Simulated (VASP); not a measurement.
Method: PBEsol GGA, VASP's PBE PAW potentials (set 64) (plane waves; VASP 6.6.1).

A VASP calculation is set up with these files.

File KPOINTS:
```
Automatic mesh
0
Gamma
4 4 4
0 0 0
```

**INCAR**
```
! general
SYSTEM  = KCd4As3
PREC    = Accurate
ENCUT   = 300
LREAL   = F
LASPH   = T

! electronic loop
EDIFF   = 1E-6
NELM    = 100
ALGO    = Normal
LMAXMIX = 4

! smearing
ISMEAR  = 0
SIGMA   = 0.1

! functional
GGA     = PS

! ions
ISIF    = 2

! output
LWAVE   = F
LCHARG  = F
```

POSCAR:
```
KCd4As3
1
    2.2357000000     1.2907820000    11.9700000000
   -2.2357000000     1.2907820000    11.9700000000
    0.0000000000    -2.5815640000    11.9700000000
Cd As K
4 3 1
Direct
  0.0891830000   0.0891830000   0.0891830000
  0.9108170000   0.9108170000   0.9108170000
  0.3014100000   0.3014100000   0.3014100000
  0.6985900000   0.6985900000   0.6985900000
  0.2277500000   0.2277500000   0.2277500000
  0.7722500000   0.7722500000   0.7722500000
  0.0000000000   0.0000000000   0.0000000000
  0.5000000000   0.5000000000   0.5000000000
```

POTCAR, in this order: Cd As K_sv (PBE.64 set). Program: vasp_std.

Gaps are read on the run's mesh, which can miss a band edge.

### Question
Predict the energy per atom (σ→0), largest force, band gap (on the k-mesh).

### Answer

```json
{
 "energy per atom (σ→0)": "-2.838 eV/atom",
 "band gap (on the k-mesh)": "none (metal, semimetal or under 0.01 eV)",
 "largest_force": "0.163 eV/Å"
}
```

**OSZICAR**
```
...
DAV:   8    -0.227139039891E+02    0.16380E-01   -0.18431E-01  1229   0.297E+00    0.590E-01
DAV:   9    -0.227089408806E+02    0.49631E-02   -0.35812E-02  1246   0.124E+00    0.132E-01
DAV:  10    -0.227091868120E+02   -0.24593E-03   -0.27589E-03  1353   0.261E-01    0.818E-02
DAV:  11    -0.227092257420E+02   -0.38930E-04   -0.52170E-04  1292   0.106E-01    0.262E-02
DAV:  12    -0.227092573699E+02   -0.31628E-04   -0.94480E-05  1238   0.393E-02    0.193E-02
DAV:  13    -0.227092651638E+02   -0.77939E-05   -0.15684E-05  1244   0.180E-02    0.607E-03
DAV:  14    -0.227092650430E+02    0.12074E-06   -0.50938E-06  1113   0.137E-02
   1 F= -.22709265E+02 E0= -.22706271E+02  d E =-.598895E-02
```

The structure comes from a measured KCd4As3 entry of the Crystallography Open Database, whose conditions weren't checked. The cell was not relaxed at this level. The k-mesh is coarse (spacing up to 0.41 per Å, 2π included), so the numbers may not be converged in it. The run is one of a series of settings (KPOINTS 4×4×4 Γ-centred mesh against the base run), some of them coarse on purpose.
